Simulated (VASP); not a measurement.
Data:

```
CELL_PARAMETERS angstrom
      4.00576     0.00000     0.00000
      0.00000     4.00576     0.00000
      0.00000     0.00000     4.06239
ATOMIC_POSITIONS crystal
  Ba 0.00000 0.00000 0.99975
  Ti 0.50000 0.50000 0.51305
  O  0.50000 0.50000 0.97823
  O  0.00000 0.50000 0.48648
  O  0.50000 0.00000 0.48648
```

The numbers are results of TPSS meta-GGA, VASP's PBE PAW potentials (set 64) (plane waves; VASP), not measurements. Run with 520 eV cut-off, 6×6×6 Γ-centred mesh, tetrahedra with Blöchl corrections, potentials Ba_sv Ti_sv O.

Unless said otherwise, spin-orbit coupling is left out, though it shifts the bands of the heavy elements here.

Q: Give the energies of bands 12 to 23 at the high-symmetry points, in eV from the valence-band maximum.

A: 
| band | Γ | X | M | Z | R | A |
|---|---|---|---|---|---|---|
| 12 | -2.45 | -4.04 | -4.37 | -4.03 | -4.33 | -4.53 |
| 13 | -2.41 | -2.88 | -4.12 | -2.86 | -4.12 | -3.85 |
| 14 | -2.41 | -2.87 | -3.86 | -2.86 | -3.84 | -3.82 |
| 15 | -1.28 | -2.27 | -2.79 | -2.02 | -2.82 | -2.53 |
| 16 | -1.28 | -1.98 | -2.79 | -1.98 | -2.69 | -2.49 |
| 17 | -1.18 | -1.89 | -1.87 | -1.95 | -1.82 | -2.49 |
| 18 | -0.39 | -1.75 | -1.00 | -1.95 | -0.98 | -0.13 |
| 19 | -0.35 | -1.04 | -1.00 | -0.74 | -0.96 | -0.13 |
| 20 | -0.35 | -0.92 | -0.08 | -0.74 | -0.22 | 0.00 |
| 21 | 1.83 | 2.19 | 3.60 | 1.98 | 3.56 | 4.18 |
| 22 | 2.06 | 3.55 | 3.60 | 3.55 | 3.57 | 4.18 |
| 23 | 2.06 | 3.59 | 3.99 | 3.55 | 3.93 | 4.21 |

The gap is indirect, 1.83 eV, from the valence maximum at A to the conduction minimum at Γ.

The compound is BaTiO3 in the tetragonal perovskite structure. It was relaxed first.
